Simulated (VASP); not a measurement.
Given:

```
WSi2
1.0
   -1.61452     1.61452     3.93445
    1.61452    -1.61452     3.93445
    1.61452     1.61452    -3.93445
Si W
2 1
Direct
  0.66559   0.66559   0.00000
  0.33441   0.33441   0.00000
  0.00000   0.00000   0.00000
```

Level of theory: PBE GGA, VASP's PBE PAW potentials (set 64) (plane waves; VASP). Settings: 400 eV cut-off, 15×15×15 Γ-centred mesh, tetrahedra with Blöchl corrections, potentials Si W_sv.

The cores are frozen, which limits the accuracy of field gradients.

### Question
Give the principal components of the electric field gradient (V/Å²) and the asymmetry η at each nucleus.

### Answer

```
atom   Vxx   Vyy     Vzz     η
----  ----  ----  ------  ----
Si1    4.6   4.6    -9.3  0.00
Si2    4.6   4.6    -9.3  0.00
W3    67.8  67.8  -135.6  0.00
```

The compound is WSi2 in the MoSi2 type structure. It was relaxed first.
